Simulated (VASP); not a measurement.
Output of a VASP run:

**OUTCAR**
```
 ion  position               nearest neighbor table
   1  0.000  0.500  0.325-   5 3.27
   2  0.500  0.000  0.441-   5 3.30   5 3.30   5 3.30   5 3.30
   3  0.000  0.500  0.559-   8 3.30   8 3.30   8 3.30   8 3.30
   4  0.500  0.000  0.675-   8 3.27
   5  0.000  0.500  0.441-   1 3.27   2 3.30   2 3.30   2 3.30   2 3.30
   6  0.500  0.000  0.324-
   7  0.000  0.500  0.676-
   8  0.500  0.000  0.559-   4 3.27   3 3.30   3 3.30   3 3.30   3 3.30
  LATTYP: Found a simple tetragonal cell.
 ALAT       =     4.6701976133
 C/A-ratio  =     6.0425485413
 Subroutine PRICEL returns:
 Original cell was already a primitive cell.
 Subroutine GETGRP returns: Found 16 space group operations
The static configuration has the point symmetry D_2d.
 The point group associated with its full space group is D_4h.
The dynamic configuration has the point symmetry D_2d.
 Subroutine INISYM returns: Found 16 space group operations
 Subroutine IBZKPT returns following result:
 Found      6 irreducible k-points:

 Following reciprocal coordinates:
            Coordinates               Weight
  0.000000  0.000000  0.000000      1.000000
  0.200000  0.000000  0.000000      4.000000
  0.400000  0.000000  0.000000      4.000000
  0.200000  0.200000  0.000000      4.000000
  0.400000  0.200000  0.000000      8.000000
  0.400000  0.400000  0.000000      4.000000
   k-points           NKPTS =      6   k-points in BZ     NKDIM =      6   number of bands    NBANDS=     38
   number of dos      NEDOS =    301   number of ions     NIONS =      8
   total plane-waves  NPLWV =  80640
   dimension x,y,z NGX =    24 NGY =   24 NGZ =  140
   dimension x,y,z NGXF=    48 NGYF=   48 NGZF=  280
   ions per type =               4   4
   PREC   = normal    normal or accurate (medium, high low for compatibility)
   ISTART =      1    job   : 0-new  1-cont  2-samecut
   ICHARG =      0    charge: 1-file 2-atom 10-const
   ISPIN  =      1    spin polarized calculation?
   LNONCOLLINEAR =      F non collinear calculations
   LSORBIT =      F    spin-orbit coupling
   INIWAV =      1    electr: 0-lowe 1-rand  2-diag
   ENCUT  =  400.0 eV  29.40 Ry    5.42 a.u.   7.62  7.62 46.02*2*pi/ulx,y,z
   NELM   =    100;   NELMIN=  4; NELMDL=  0     # of ELM steps
   EDIFF  = 0.1E-05   stopping-criterion for ELM
   LREAL  =      F    real-space projection
   NLSPLINE    = F    spline interpolate recip. space projectors
   LMAXMIX     =    4 max onsite mixed and CHGCAR
   VOSKOWN=      0    Vosko Wilk Nusair interpolation
   EDIFFG = 0.1E-04   stopping-criterion for IOM
   NSW    =      0    number of steps for IOM
   NBLOCK =      1;   KBLOCK =      1    inner block; outer block
   IBRION =     -1    ionic relax: 0-MD 1-quasi-New 2-CG
   NFREE  =      0    steps in history (QN), initial steepest desc. (CG)
   ISIF   =      2    stress and relaxation
   ISYM   =      2    0-nonsym 1-usesym 2-fastsym
   TEIN   =    0.0    initial temperature
   TEBEG  =    0.0;   TEEND  =   0.0 temperature during run
   SMASS  =  -3.00    Nose mass-parameter (am)
   PSTRESS=    0.0 pullay stress
   NELECT =      64.0000    total number of electrons
   EFERMI =   0.00;   METHOD = LEGACY
   ISMEAR =     0;   SIGMA  =   0.05  broadening in eV -4-tet -1-fermi 0-gaus
   IALGO  =     38    algorithm
   LDIAG  =      T    sub-space diagonalisation (order eigenvalues)
   IMIX   =      4    mixing-type and parameters
     AMIX     =   0.40;   BMIX     =  1.00
     AMIX_MAG =   1.60;   BMIX_MAG =  1.00
     AMIN     =   0.10
   METAGGA = R2SCAN    functional components
   VOSKOWN =     0    Vosko Wilk Nusair interpolation
   LHFCALC =     F    Hartree Fock is set to
   LHFONE  =     F    Hartree Fock one center treatment
   AEXX    =    0.0000 exact exchange contribution
   IVDW    =     0    specifies the selected vdW correction
   LEPSILON=     F    determine dielectric tensor
   LRPA    =     F    only Hartree local field effects (RPA)
  energy-cutoff  :      400.00
  volume of cell :      615.50
...
```

**OSZICAR**
```
       N       E                     dE             d eps       ncg     rms          rms(c)
DAV:   1    -0.926227907327E+02   -0.92623E+02   -0.10118E-04   492   0.721E-02    0.101E-02
DAV:   2    -0.926227898312E+02    0.90152E-06   -0.33097E-05   516   0.290E-02    0.544E-03
DAV:   3    -0.926227919123E+02   -0.20812E-05   -0.40609E-06   406   0.140E-02    0.330E-03
DAV:   4    -0.926227798805E+02    0.12032E-04   -0.45971E-06   420   0.178E-02    0.152E-03
DAV:   5    -0.926227947380E+02   -0.14858E-04   -0.45173E-06   408   0.161E-02    0.132E-03
DAV:   6    -0.926227826728E+02    0.12065E-04   -0.27393E-06   400   0.154E-02    0.772E-04
DAV:   7    -0.926227911828E+02   -0.85100E-05   -0.32002E-06   384   0.129E-02    0.545E-04
DAV:   8    -0.926227846526E+02    0.65303E-05   -0.22049E-06   400   0.130E-02    0.473E-04
DAV:   9    -0.926227956026E+02   -0.10950E-04   -0.39217E-06   408   0.173E-02    0.244E-04
DAV:  10    -0.926227826926E+02    0.12910E-04   -0.25421E-06   384   0.142E-02    0.180E-04
DAV:  11    -0.926227842974E+02   -0.16048E-05   -0.16394E-07   264   0.355E-03    0.122E-04
DAV:  12    -0.926227842352E+02    0.62229E-07   -0.45581E-08   264   0.170E-03
   1 F= -.92622784E+02 E0= -.92622784E+02  d E =-.702482E-11
```

File OUTCAR:
```
------------------------ aborting loop because EDIFF is reached ----------------------------------------
  FORCE on cell =-STRESS in cart. coord.  units (eV):
  Direction    XX          YY          ZZ          XY          YZ          ZX
  --------------------------------------------------------------------------------------
  Total       -0.6236688     -0.6236688     -0.0942013      0.0000000      0.0000000      0.0000000
  in kB       -1.6234491     -1.6234491     -0.2452120      0.0000000      0.0000000      0.0000000
  external PRESSURE =      -1.1640368 kB  Pullay stress =       0.0000000 kB
  volume of cell :      615.50
      direct lattice vectors                 reciprocal lattice vectors
     4.670197613  0.000000000  0.000000000     0.214123702  0.000000000  0.000000000
     0.000000000  4.670197613  0.000000000     0.000000000  0.214123702  0.000000000
     0.000000000  0.000000000 28.219895776     0.000000000  0.000000000  0.035435992
 POSITION                                       TOTAL-FORCE (eV/Angst)
 -----------------------------------------------------------------------------------
      0.00000      2.33510      9.18262        -0.000000      0.000000      0.001885
      2.33510      0.00000     12.45155         0.000000      0.000000     -0.012608
      0.00000      2.33510     15.76835        -0.000000      0.000000      0.012608
      2.33510      0.00000     19.03728         0.000000      0.000000     -0.001885
      0.00000      2.33510     12.44964        -0.000000      0.000000      0.022771
      2.33510      0.00000      9.14191        -0.000000      0.000000     -0.000706
      0.00000      2.33510     19.07798        -0.000000     -0.000000      0.000706
      2.33510      0.00000     15.77026        -0.000000      0.000000     -0.022771
 -----------------------------------------------------------------------------------
    total drift:                                0.000000      0.000000     -0.000000
  FREE ENERGIE OF THE ION-ELECTRON SYSTEM (eV)
  ---------------------------------------------------
  free  energy   TOTEN  =       -92.6227842352 eV

  energy  without entropy=      -92.6227842352  energy(sigma->0) =      -92.62278424

 total charge

# of ion       s       p       d       tot
------------------------------------------
    1        1.957   5.675   0.020   7.652
    2        1.958   5.676   0.022   7.656
    3        1.958   5.676   0.022   7.656
    4        1.957   5.675   0.020   7.652
    5        1.593   3.339   0.001   4.933
    6        1.592   3.332   0.001   4.925
    7        1.592   3.332   0.001   4.925
    8        1.593   3.339   0.001   4.933
--------------------------------------------------
tot         14.201  36.045   0.086  50.332
```
(Selected blocks of OUTCAR.)

POSCAR:
```
KBr(100) slab
1
    4.6701976133     0.0000000000     0.0000000000
    0.0000000000     4.6701976133     0.0000000000
    0.0000000000     0.0000000000    28.2198957756
K Br
4 4
Direct
  1.0000000000   0.5000000000   0.3253952639
  0.5000000000   0.0000000000   0.4412329000
  0.0000000000   0.5000000000   0.5587671000
  0.5000000000   0.0000000000   0.6746047361
  1.0000000000   0.5000000000   0.4411652974
  0.5000000000   0.0000000000   0.3239527039
  1.0000000000   0.5000000000   0.6760472961
  0.5000000000   0.0000000000   0.5588347026
```

Question: Write an INCAR and KPOINTS that could have produced this output.

Answer: One answer among several that fit: the input of the run itself, r2SCAN meta-GGA, plane waves, VASP's PBE PAW potentials (set 64).

**INCAR**
```
ISMEAR = 0
LMAXMIX = 4   ! l cut-off of mixed one-centre charges
LWAVE = .FALSE.
LREAL = .FALSE.
LORBIT = 11
LMIXTAU = .TRUE.
PREC = Normal
LASPH = .TRUE.   ! aspherical one-centre terms
LVHAR = .TRUE.
SIGMA = 0.05   ! width (eV)
IDIPOL = 3
SYSTEM = KBr(100) slab
ALGO = Normal
METAGGA = R2SCAN
NELM = 100   ! most electronic steps
ENCUT = 400
LDIPOL = .TRUE.
NELMIN = 4
EDIFF = 1E-6   ! SCF stop (eV)
LCHARG = .FALSE.
DIPOL = 0.5 0.5 0.5
```

### KPOINTS
```
Automatic mesh
0
Gamma
5 5 1
0 0 0
```

POTCAR, in this order: K_sv Br (PBE.64 set). Program: vasp_std. Read from the step before: WAVECAR.

The cell is a thin slab with vacuum, built from KBr (rock salt): (100) face.
